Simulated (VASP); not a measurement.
VASP input:

POSCAR:
```
AuAl2
1
    0.0000000000     3.0000000000     3.0000000000
    3.0000000000     0.0000000000     3.0000000000
    3.0000000000     3.0000000000     0.0000000000
Al Au
2 1
Direct
  0.2500000000   0.2500000000   0.2500000000
  0.7500000000   0.7500000000   0.7500000000
  0.0000000000   0.0000000000   0.0000000000
```

**INCAR**
```
SYSTEM = AuAl2
PREC = Accurate
ENCUT = 520
EDIFF = 1E-6
NELM = 60
ALGO = Normal
LREAL = .FALSE.
LASPH = .TRUE.
ISMEAR = 1
SIGMA = 0.1
GGA = PE
LMAXMIX = 6
LWAVE = .FALSE.
LCHARG = .FALSE.
ISIF = 2
```

### KPOINTS
```
Automatic mesh
0
Gamma
7 7 7
0 0 0
```

POTCAR, in this order: Au Al (PBE.64 set). Program: vasp_std.

**Question.** Does this input run properly? What does VASP do?

**Answer.** There is a fault: POTCAR lists the elements in another order than POSCAR. The run ends without an error. Against the sound run, the pressure rises by 2.26 GPa.

**standard output**
```
 POSCAR found type information on POSCAR AlAu
 POSCAR found :  2 types and       3 ions
 Reading from existing POTCAR
 Reading from existing POTCAR
 WARNING: type information on POSCAR and POTCAR are incompatible
 POTCAR overwrites the type information in POSCAR
 typ   1 type information:  Al Au
 WARNING: type information on POSCAR and POTCAR are incompatible
 POTCAR overwrites the type information in POSCAR
 typ   2 type information:  Au Al
 LDA part: xc-table for (Slater+PW92), standard interpolation
 POSCAR, INCAR and KPOINTS ok, starting setup
 WAVECAR not read
 entering main loop
       N       E                     dE             d eps       ncg     rms          rms(c)
DAV:   1     0.125558920035E+03    0.12556E+03   -0.11856E+04   648   0.137E+03
DAV:   2    -0.102916787055E+02   -0.13585E+03   -0.13310E+03   768   0.271E+02
DAV:   3    -0.123971749085E+02   -0.21055E+01   -0.21014E+01   792   0.363E+01
DAV:   4    -0.124108412632E+02   -0.13666E-01   -0.13614E-01   784   0.311E+00
DAV:   5    -0.124110552185E+02   -0.21396E-03   -0.21395E-03   824   0.364E-01    0.110E+01
DAV:   6    -0.111102331816E+02    0.13008E+01   -0.56959E+00   688   0.211E+01    0.646E+00
DAV:   7    -0.110784096462E+02    0.31824E-01   -0.72263E-02   712   0.226E+00    0.362E+00
DAV:   8    -0.110598878609E+02    0.18522E-01   -0.69357E-03   704   0.622E-01    0.225E-01
DAV:   9    -0.110598851603E+02    0.27006E-05   -0.24409E-04   800   0.120E-01    0.883E-02
DAV:  10    -0.110599041770E+02   -0.19017E-04   -0.26838E-05   728   0.405E-02    0.166E-02
DAV:  11    -0.110599036919E+02    0.48502E-06   -0.59953E-07   552   0.640E-03
   1 F= -.11059904E+02 E0= -.11058517E+02  d E =-.415860E-02
```

OUTCAR:
```
------------------------ aborting loop because EDIFF is reached ----------------------------------------
  FORCE on cell =-STRESS in cart. coord.  units (eV):
  Direction    XX          YY          ZZ          XY          YZ          ZX
  --------------------------------------------------------------------------------------
  Total        1.8209550      1.8209550      1.8209550     -0.0000000      0.0000000     -0.0000000
  in kB       54.0276450     54.0276450     54.0276450     -0.0000000      0.0000000     -0.0000000
  external PRESSURE =      54.0276450 kB  Pullay stress =       0.0000000 kB
  volume of cell :       54.00
      direct lattice vectors                 reciprocal lattice vectors
     0.000000000  3.000000000  3.000000000    -0.166666667  0.166666667  0.166666667
     3.000000000  0.000000000  3.000000000     0.166666667 -0.166666667  0.166666667
     3.000000000  3.000000000  0.000000000     0.166666667  0.166666667 -0.166666667
 POSITION                                       TOTAL-FORCE (eV/Angst)
 -----------------------------------------------------------------------------------
      1.50000      1.50000      1.50000         0.000000      0.000000      0.000000
      4.50000      4.50000      4.50000        -0.000000     -0.000000     -0.000000
      0.00000      0.00000      0.00000         0.000000     -0.000000      0.000000
 -----------------------------------------------------------------------------------
    total drift:                               -0.000000     -0.000000      0.000000
  FREE ENERGIE OF THE ION-ELECTRON SYSTEM (eV)
  ---------------------------------------------------
  free  energy   TOTEN  =       -11.0599036919 eV

  energy  without entropy=      -11.0557450881  energy(sigma->0) =      -11.05851749
```
(Selected blocks of OUTCAR.)

To mend it, use POTCAR Al Au of the PBE.64 set.

The mended run (PBE GGA, plane waves, VASP's PBE PAW potentials (set 64)) converges, and its OSZICAR ends with
```
   1 F= -.12002746E+02 E0= -.12002679E+02  d E =-.202145E-03
```

The compound is AuAl2 in the fluorite structure. The cell was not relaxed at this level. The electron count is odd and the run is not spin-polarised, which forces a metal.
